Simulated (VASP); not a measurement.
# Rhodium: the relaxed cell at several levels, part 3 of 3

Aim: relax Rhodium at several levels and hold each cell against experiment. LASPH is on for some levels and off for others; the table marks which. The start is a cell from a database of measured crystal structures.

VASP 6.6.1, plane waves and PAW; the level of theory is named at each step.

Still holding for the runs below: This run has no spin polarisation. Its electron count is odd, so without a moment it is a metal by construction. The k-mesh is coarse for a metal.

So far, final volume (Å³): step 2 (relaxation, level LDA) 13.3; step 5 (relaxation, level r2SCAN) 13.8; step 6 (relaxation, level PBE + D3(BJ), PBE with D3(BJ)) 13.7; step 7 (relaxation, level r2SCAN + rVV10, r2SCAN with rVV10) 13.7; step 8 (relaxation, level PBE + D4, PBE with D4) 13.6.

The database entry behind the starting cell differs from later determinations by our own check (an axis about 0.2 % short against later determinations), so it need not match the best structure at ambient conditions.

### 9. Relaxation with SCAN

This step: SCAN; plane waves and PAW (Rh_pv) (VASP 6.6.1).

SCAN adds the kinetic-energy density; it is numerically more delicate than r2SCAN.

INCAR

```
SYSTEM = Rh
PREC = Accurate
ENCUT = 520
EDIFF = 1E-06
NELM = 100
ISMEAR = -1
SIGMA = 0.05
LREAL = .FALSE.
ALGO = Normal
METAGGA = SCAN
LASPH = .TRUE.
NBANDS = 13
LORBIT = 11
LWAVE = .FALSE.
LCHARG = .FALSE.
KPAR = 2
IBRION = 2
NSW = 60
ISIF = 3
EDIFFG = -0.01
```

POSCAR

```
Rh
1.0
    0.0000000000      1.8978500000      1.8978500000
    1.8978500000      0.0000000000      1.8978500000
    1.8978500000      1.8978500000      0.0000000000
Rh
1
Direct
    0.0000000000      0.0000000000      0.0000000000
```

KPOINTS

```
Automatic mesh
0
Gamma
9 9 9
0 0 0
```

Potentials, in the order of the species: Rh_pv (PBE family, release 64).

Launch:

```console
$ mpirun -np 2 vasp_std
```

Log:

```text
[... set-up lines as in an earlier step ...]
 entering main loop
       N       E                     dE             d eps       ncg     rms          rms(c)
DAV:   1     0.907295637893E+02    0.90730E+02   -0.90790E+03   920   0.125E+03
DAV:   2    -0.370212369865E+02   -0.12775E+03   -0.12203E+03   965   0.362E+02
DAV:   3    -0.385813400382E+02   -0.15601E+01   -0.15573E+01  1110   0.453E+01
DAV:   4    -0.385881352071E+02   -0.67952E-02   -0.67948E-02  1030   0.307E+00
[...]
DAV:  12    -0.337511423630E+02   -0.15219E-04   -0.17855E-06   970   0.131E-02    0.190E-03
DAV:  13    -0.337511357604E+02    0.66026E-05   -0.13787E-07   620   0.442E-03    0.428E-04
DAV:  14    -0.337511362289E+02   -0.46846E-06   -0.10063E-08   510   0.123E-03
   1 F= -.33751136E+02 E0= -.33746553E+02  d E =-.337511E+02
[...]
2 F= -.33743627E+02 E0= -.33739350E+02  d E =0.750927E-02
[...]
3 F= -.33751759E+02 E0= -.33747250E+02  d E =-.622882E-03
[...]
4 F= -.33751717E+02 E0= -.33747226E+02  d E =-.580517E-03
[...]
reached required accuracy - stopping structural energy minimisation
```

Run time: 64 s. Hardware: 2 MPI ranks of AMD EPYC 7R43, shared host; peak memory 0.2 GiB; 2.1 min of CPU time.

Parts of OUTCAR (step 9):

```text
  Total        0.0013665      0.0013665      0.0013665      0.0000000      0.0000000      0.0000000
  in kB        0.1615447      0.1615447      0.1615447      0.0000000      0.0000000      0.0000000
  external PRESSURE =       0.1615447 kB  Pullay stress =       0.0000000 kB

 POSITION                                       TOTAL-FORCE (eV/Angst)
 -----------------------------------------------------------------------------------
      0.00000      1.89232      1.89232         0.000000      0.000000      0.000000
 -----------------------------------------------------------------------------------
    total drift:                               -0.000000     -0.000000     -0.000000

  FREE ENERGIE OF THE ION-ELECTRON SYSTEM (eV)
  ---------------------------------------------------
  free  energy   TOTEN  =       -33.7517167454 eV

  energy  without entropy=      -33.7427350476  energy(sigma->0) =      -33.74722590

[... 2 parts as in an earlier step ...]

[... 2 further parts left out ...]
[key lines of the parts left out:]
E-fermi :  11.8466
```

It ends at 13.55 Å³/atom, -0.9 % from the start, with 0.02 GPa left. The conventional cell has a = 3.785 Å.

### 10. The cells as a table

This step: relaxed cells at several levels; plane waves and PAW (VASP 6.6.1).

No new run; the numbers come from the runs before.

Lengths are those of the conventional cell; cost is the wall time of each run, as given at its step, times its ranks, without the set-up around it; LASPH differs between rows, which moves results and costs too. Results by level, by row:

| level | volume (Å³/atom) | change from the start (%) | a (Å) | cost (core minutes) | LASPH |
| --- | --- | --- | --- | --- | --- |
| LDA | 13.26 | -3 | 3.757 | 0.26 | off |
| PBEsol | 13.5 | -1.2 | 3.78 | 0.24 | off |
| PBE | 14.06 | 2.9 | 3.832 | 0.267 | off |
| r2SCAN | 13.78 | 0.8 | 3.806 | 1.33 | on |
| PBE + D3(BJ) | 13.65 | -0.1 | 3.794 | 0.213 | off |
| r2SCAN + rVV10 | 13.66 | 0 | 3.795 | 1.67 | on |
| PBE + D4 | 13.6 | -0.5 | 3.789 | 0.293 | off |
| SCAN | 13.55 | -0.9 | 3.785 | 2.13 | on |

### 11. What came out

```
volume, LDA            : 13.26 Å³/atom
volume, PBEsol         : 13.50 Å³/atom
volume, PBE            : 14.06 Å³/atom
volume, r2SCAN         : 13.78 Å³/atom
volume, PBE + D3(BJ)   : 13.65 Å³/atom
volume, r2SCAN + rVV10 : 13.66 Å³/atom
volume, PBE + D4       : 13.60 Å³/atom
volume, SCAN           : 13.55 Å³/atom
```

For Rhodium the levels give volumes between 13.26 Å³/atom (LDA) and 14.06 Å³/atom (PBE), a spread of 6.0 %, while the cost of the finished runs spans a factor of 10. Within 1 % of experiment on every length: PBEsol, PBE, r2SCAN, PBE + D3(BJ), r2SCAN + rVV10, PBE + D4 and SCAN. The nearest, r2SCAN, took 6.2 times the core time of PBE + D3(BJ) and lowers the largest miss from 0.23 to 0.08 %. Thermal and zero-point expansion, often some tenths of a per cent in length, bear on this order (less where the cell was measured cold): with the measured lengths lowered by an assumed 0.4 % the nearest becomes PBE + D4. The costs hold the number of ionic steps as well as the price of the functional. The closing table has room for seven levels; SCAN stands in the table of levels alone. Adding D3(BJ) to PBE changes the volume by -2.9 % (a by -1.0 %). Adding rVV10 to r2SCAN changes the volume by -0.9 % (a by -0.3 %). Adding D4 to PBE changes the volume by -3.3 % (a by -1.1 %). Pairwise corrections of the D and TS kind ignore the screening in a metal, so they may overbind here. Within 0.02 Å all end in space group Fm-3m; the runs can't lower the symmetry of the start. The k-sampling is coarse for a metal, so the Fermi level, pressures and the shape of the cell carry errors. LASPH is on for some levels and off for others, so differences between them are not the functional's alone. Each is a single relaxation on the plane waves of the start cell, so larger changes of volume carry a basis-set error that was not tested here.

Comparison with the measured values:

| quantity | measured | LDA | PBEsol | PBE | r2SCAN | PBE + D3(BJ) | r2SCAN + rVV10 | PBE + D4 |
| --- | --- | --- | --- | --- | --- | --- | --- | --- |
| lattice constant a (Å) | 3.803 | 3.757 (-1.2 %) | 3.780 (-0.6 %) | 3.832 (+0.8 %) | 3.806 (+0.1 %) | 3.794 (-0.2 %) | 3.795 (-0.2 %) | 3.789 (-0.4 %) |

Measured values from arxiv:2108.03692 (2021).

**Verdict.** For the lattice constant a, of the levels listed nearest comes r2SCAN (+0.1 %, good agreement) and farthest LDA (-1.2 %, fair agreement). The grades are ours: good and fair within 0.7 and 1.5 % for the lattice constant a. For lattice constants the calculation has a static lattice, without zero-point motion or thermal expansion.

[Lines on the potential files, build, host, timing and source positions are cut from VASP's logs without a mark.]

[Logs are printed without paths, hosts, clocks, repeated set-up lines and the standing remarks that a program may print on its own settings, such as how far it seeks lower states.]

[Hosts, paths, dates, database ids (printed as entryN), source tags and the programs' standing remarks are cut or masked in the printed files.]

[A measured line is paired with the nearest computed mode of its activity, which favours agreement.]

[In band tables of VASP the shares of atoms and orbitals are scaled to a sum of 1 inside the atoms' spheres.]
